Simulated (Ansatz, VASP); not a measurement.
# Cross-check of GeF2 between VASP and Ansatz, part 2 of 2

One calculation is typed for both programs; each brings its own data sets. How far apart do they land? Of the first pair: The structure shown is the start of the Ansatz relaxation below; VASP solves that cell, so the two are compared at the walk's first step.

VASP 6.6.1 and Ansatz 0.2.0.

So far. Step 3 (VASP: single point, PBEsol, start cell, pair 1): The run ends at a pressure of 3.00 GPa, with forces up to 1.4 eV/Å.

### Step 6. VASP: single point, PBEsol, relaxed cell, pair 2

Level of this step: PBEsol; plane waves and PAW (Ge_d, F) (VASP).

The same cell, functional and mesh now go to VASP, with its own data sets.

INCAR reads:

```
SYSTEM = GeF2
PREC = Accurate
ENCUT = 520
EDIFF = 1E-06
NELM = 120
ISMEAR = 0
SIGMA = 0.01
LREAL = .FALSE.
ALGO = Normal
GGA = PS
NBANDS = 34
LORBIT = 11
LWAVE = .FALSE.
LCHARG = .FALSE.
ISIF = 2
LDIPOL = .TRUE.
IDIPOL = 3
DIPOL = 0.5 0.5 0.362
LVHAR = .TRUE.
LASPH = .TRUE.
GGA_COMPAT = .FALSE.
EFERMI = MIDGAP
NELMDL = -8
KPAR = 2
```

POSCAR reads:

```
GeF2
1.0
    4.9307260570      0.0000000000      0.0000000000
    0.0000000000      5.2473152404      0.0000000000
    0.0000000000      0.0000000000     27.6000000000
Ge F
2 4
Direct
    0.0609260843      0.0000000000      0.3623188406
    0.4390739157      0.5000000000      0.3623188406
    0.1718780187      0.3451699172      0.4013488520
    0.3281219813      0.8451699172      0.4013488520
    0.3281219813      0.1548300828      0.3232888293
    0.1718780187      0.6548300828      0.3232888293
```

KPOINTS reads:

```
Automatic mesh
0
Gamma
6 4 1
0 0 0
```

PAW data sets: Ge_d and F (PBE family, release 64).

Run with:

```sh
$ mpirun -np 2 vasp_std
```

Numbers of over 12 decimals in the logs are rounded to 6 here.

Output:

```text
[banner, memory and clock lines left out]
running    2 mpi-ranks, on    1 nodes
[...]
[... a notice as in an earlier step ...]

 LDA part: xc-table for (Slater+PW92), standard interpolation
 POSCAR, INCAR and KPOINTS ok, starting setup
[...]
entering main loop
       N       E                     dE             d eps       ncg     rms          rms(c)
DAV:   1     0.569255205918E+03    0.56926E+03   -0.24015E+04  1016   0.148E+03
DAV:   2     0.933902090161E+02   -0.47586E+03   -0.46189E+03  1248   0.325E+02
DAV:   3    -0.257423050921E+02   -0.11913E+03   -0.11792E+03   996   0.185E+02
DAV:   4    -0.321002045086E+02   -0.63579E+01   -0.63385E+01  1074   0.528E+01
[...]
DAV:  23    -0.297462023689E+02   -0.29089E-05   -0.61599E-08   726   0.190E-03    0.156E-04
DAV:  24    -0.297462044714E+02   -0.21025E-05   -0.45501E-08   684   0.113E-03    0.142E-04
DAV:  25    -0.297462050446E+02   -0.57317E-06   -0.12051E-08   694   0.914E-04
   1 F= -.29746205E+02 E0= -.29746205E+02  d E =0.000000E+00
```

Parts of OUTCAR (step 6):

```text
  Total        0.1148683      0.0943423     -0.0170179      0.0000000     -0.0489785      0.0000000
  in kB        0.2577234      0.2116702     -0.0381820      0.0000000     -0.1098902      0.0000000
  external PRESSURE =       0.1437372 kB  Pullay stress =       0.0000000 kB

 POSITION                                       TOTAL-FORCE (eV/Angst)
 -----------------------------------------------------------------------------------
      0.30041      0.00000     10.00000        -0.132571      0.000000      0.000000
      2.16495      2.62366     10.00000         0.132571      0.000000      0.000000
      0.84748      1.81122     11.07723        -0.042441     -0.011396      0.043384
      1.61788      4.43487     11.07723         0.042441     -0.011396      0.043384
      1.61788      0.81244      8.92277         0.042441      0.011396     -0.043384
      0.84748      3.43610      8.92277        -0.042441      0.011396     -0.043384
 -----------------------------------------------------------------------------------
    total drift:                               -0.000000     -0.000021      0.000306

  FREE ENERGIE OF THE ION-ELECTRON SYSTEM (eV)
  ---------------------------------------------------
  free  energy   TOTEN  =       -29.7462050446 eV

  energy  without entropy=      -29.7462050446  energy(sigma->0) =      -29.74620504

[... 3 further parts left out ...]
[key lines of the parts left out:]
E-fermi :  -4.1355
```

The run ends at a pressure of 0.01 GPa, with forces up to 0.13 eV/Å.

### Step 7. Comparison

What differs besides the data sets and the points named for the pairs above, as far as they apply: fixed occupations in Ansatz, narrow Gaussian smearing in VASP; the cutoff is 420 eV in Ansatz and 520 eV in VASP. Total energies have different zeros and are not compared.

Compared:

```
              quantity  Ansatz   VASP  difference
gap on the k mesh (eV)   3.786  3.772      +0.014
```

Forces (eV/Å; atoms numbered as in POSCAR):

```
atom        Ansatz x, y, z           VASP x, y, z
 Ge1   0.001, 0.000, 0.000   -0.133, 0.000, 0.000
 Ge2  -0.001, 0.000, 0.000    0.133, 0.000, 0.000
  F3   0.000, 0.000, 0.000  -0.042, -0.011, 0.043
  F4   0.000, 0.000, 0.000   0.042, -0.011, 0.043
  F5   0.000, 0.000, 0.000   0.042, 0.011, -0.043
  F6   0.000, 0.000, 0.000  -0.042, 0.011, -0.043
```

The forces differ by 53 meV/Å r.m.s., where the r.m.s. force is 0.000 eV/Å in Ansatz and 0.053 eV/Å in VASP: the atoms lie near their places of rest in Ansatz, so a percentage would say little (all taken over all components). A gap on the mesh is an upper bound, since the band edges may lie between its points. Where the cell holds vacuum, a pressure given here is an average over it and none of the material.

### Step 8. Ansatz: relaxation, PBEsol

The two programs are compared at the cell with which this relaxation starts, whose forces are those of its first step.

The structure compared here is the start of the Ansatz relaxation; VASP solves that cell, so the two are compared at the walk's first step.

input.yaml reads:

```yaml
crystal:
  lattice:
    - [3.5372703465, 0.0, 0.0]
    - [0.0, 6.1267319602, 0.0]
    - [0.0, 0.0, 27.6]
  atoms:
    - { symbol: Ge, position: [0.0, -0.0107633518, 0.3619829857] }
    - { symbol: Ge, position: [0.5, 0.5107633518, 0.3626546955] }
    - { symbol: F, position: [0.0, 0.4067321643, 0.3980716931] }
    - { symbol: F, position: [0.5, 0.7599345023, 0.3968712423] }
    - { symbol: F, position: [0.5, 0.0932678357, 0.326565988] }
    - { symbol: F, position: [1.0, 0.7400654977, 0.3277664388] }
  periodic: [true, true, false]
kpoints:
  mp_grid: { grid: [6, 4, 1] }
hamiltonian:
  xc: pbesol
scf:
  occupations: { method: fixed }
output:
  forces: true
  stress: true
  eigenvalues: true
  write_density: true
  write_potential: true
  elf: true
  volumetric_format: npy
relax:
  adjacent_minimum: "off"
  f_tol: 0.002
  max_steps: 120
  cell: { stress_2d_tol: 0.005 }
```

Run with:

```sh
$ ansatz run input.yaml --threads 8 --pin off --max-ram 14336MiB --backend cpu --events-out ev --progress --plain --runs-dir out
```

Output:

```text
[...]
Crystal: 6 atoms, lattice volume = 598.145 Å³
Basis set: ecut = 420 eV, 11655 PW (Γ), exchange–correlation on 48×90×384 points (8 copies of the dense FFT grid, shifted against one another)
Bands: 34, of which v1, the nominal top of the filled ones, is band 28 counted from 1 (27 counted from 0)
Symmetry: 4 space group operations
[...]
k-points: 12 of 24
[...]
cell:  # Å, volume = 615.3267 Å³
    - [3.409968, 0, 0]
    - [0, 6.538022, 0]
    - [0, 0, 27.6]
  atoms:
    - { symbol: Ge, position: [0, -0.023957, 0.379537] }
    - { symbol: Ge, position: [0.5, 0.523957, 0.345101] }
    - { symbol: F, position: [0, 0.406217, 0.377255] }
    - { symbol: F, position: [0.5, 0.705514, 0.397334] }
    - { symbol: F, position: [0.5, 0.093783, 0.347383] }
    - { symbol: F, position: [1.0, 0.794486, 0.327304] }
[key lines of the parts left out:]
SCF converged after 9 iterations
Free energy (F): -11709.430312 eV
Fermi energy:    -7.134422 eV
P = ½ c Tr σ = -0.0012 N/m
```

### Step 9. VASP: single point, PBEsol, start cell, pair 3

The same cell, functional and mesh now go to VASP, with its own data sets.

INCAR is that of step 6.

POSCAR reads:

```
GeF2
1.0
    3.5372700000      0.0000000000      0.0000000000
    0.0000000000      6.1267320000      0.0000000000
    0.0000000000      0.0000000000     27.6000000000
Ge F
2 4
Direct
    1.0000000000      0.9892366763      0.3619829710
    0.5000000000      0.5107633237      0.3626547101
    1.0000000000      0.4067321698      0.3980717028
    0.5000000000      0.7599344969      0.3968712318
    0.5000000000      0.0932678302      0.3265659782
    1.0000000000      0.7400655031      0.3277664492
```

KPOINTS is that of step 6.

Run with:

```sh
$ mpirun -np 2 vasp_std
```

Output:

```text
[... set-up lines as in an earlier step ...]
 entering main loop
       N       E                     dE             d eps       ncg     rms          rms(c)
DAV:   1     0.589713470091E+03    0.58971E+03   -0.24648E+04  1016   0.157E+03
DAV:   2     0.891842438152E+02   -0.50053E+03   -0.48996E+03  1258   0.359E+02
DAV:   3    -0.260405090530E+02   -0.11522E+03   -0.11475E+03   992   0.192E+02
DAV:   4    -0.314470762690E+02   -0.54066E+01   -0.53895E+01  1060   0.523E+01
[...]
DAV:  25    -0.290751929217E+02   -0.20703E-05   -0.59224E-08   742   0.176E-03    0.139E-04
DAV:  26    -0.290751943280E+02   -0.14062E-05   -0.35132E-08   690   0.100E-03    0.673E-05
DAV:  27    -0.290751948559E+02   -0.52791E-06   -0.13547E-08   678   0.703E-04
   1 F= -.29075195E+02 E0= -.29075195E+02  d E =0.000000E+00
```

OUTCAR, selected parts (step 9):

```text
  Total       -0.1911787      5.8854113      1.8850127      0.0000000      2.2694584      0.0000000
  in kB       -0.5120872     15.7645371      5.0491548      0.0000000      6.0789230      0.0000000
  external PRESSURE =       6.7672016 kB  Pullay stress =       0.0000000 kB

 POSITION                                       TOTAL-FORCE (eV/Angst)
 -----------------------------------------------------------------------------------
      0.00000      6.06079      9.99073         0.000000      1.310102      0.780355
      1.76863      3.12931     10.00927         0.000000     -1.310102     -0.780355
      0.00000      2.49194     10.98678         0.000000      0.408767      0.071986
      1.76863      4.65592     10.95365         0.000000      0.780300      1.028366
      1.76863      0.57143      9.01322         0.000000     -0.408767     -0.071986
      0.00000      4.53418      9.04635         0.000000     -0.780300     -1.028366
 -----------------------------------------------------------------------------------
    total drift:                                0.000000      0.000014      0.000298

  FREE ENERGIE OF THE ION-ELECTRON SYSTEM (eV)
  ---------------------------------------------------
  free  energy   TOTEN  =       -29.0751948559 eV

  energy  without entropy=      -29.0751948559  energy(sigma->0) =      -29.07519486

[... 1 part as in an earlier step ...]

[... 2 further parts left out ...]
[key lines of the parts left out:]
E-fermi :  -4.1341
```

The run ends at a pressure of 0.68 GPa, with forces up to 1.5 eV/Å.

### Step 10. Differences

Forces (eV/Å; atoms numbered as in POSCAR):

```csv
atom,"Ansatz x, y, z","VASP x, y, z"
Ge1,"0.000, 1.238, 0.714","0.000, 1.310, 0.780"
Ge2,"0.000, -1.238, -0.714","0.000, -1.310, -0.780"
F3,"0.000, 0.426, 0.047","0.000, 0.409, 0.072"
F4,"0.000, 0.712, 0.989","0.000, 0.780, 1.028"
F5,"0.000, -0.426, -0.047","0.000, -0.409, -0.072"
F6,"0.000, -0.712, -0.989","0.000, -0.780, -1.028"
```

The forces differ by 43 meV/Å r.m.s., which is 6.3 % of the r.m.s. force of 0.680 eV/Å (both taken over all components). Where the cell holds vacuum, a pressure given here is an average over it and none of the material.

### Step 11. Outcome

```
r.m.s. force difference (single point, PBEsol, start cell, pair 1)   : 1.9 % of the r.m.s. force
r.m.s. force difference (single point, PBEsol, relaxed cell, pair 2) : 53 meV/Å
r.m.s. force difference (single point, PBEsol, start cell, pair 3)   : 6.3 % of the r.m.s. force
```

In words: The r.m.s. force difference is 53 meV/Å (single point, PBEsol, relaxed cell, pair 2), beyond the 12 meV/Å picked in this series as the mark of a large difference. What causes the difference of the single point, PBEsol, relaxed cell, pair 2 pair stays open here. What causes the difference of the single point, PBEsol, start cell, pair 3 pair stays open here. 4 further pairs of this series are not shown here. How closely two codes agree says nothing of how well the functional describes the real material.

[Lines on the potential files, build, host, timing and source positions are cut from VASP's logs without a mark.]

[Logs are printed without paths, hosts, clocks, repeated set-up lines and the standing remarks that a program may print on its own settings, such as how far it seeks lower states.]

[Hosts, paths, dates, database ids (printed as entryN), source tags and the programs' standing remarks are cut or masked in the printed files.]
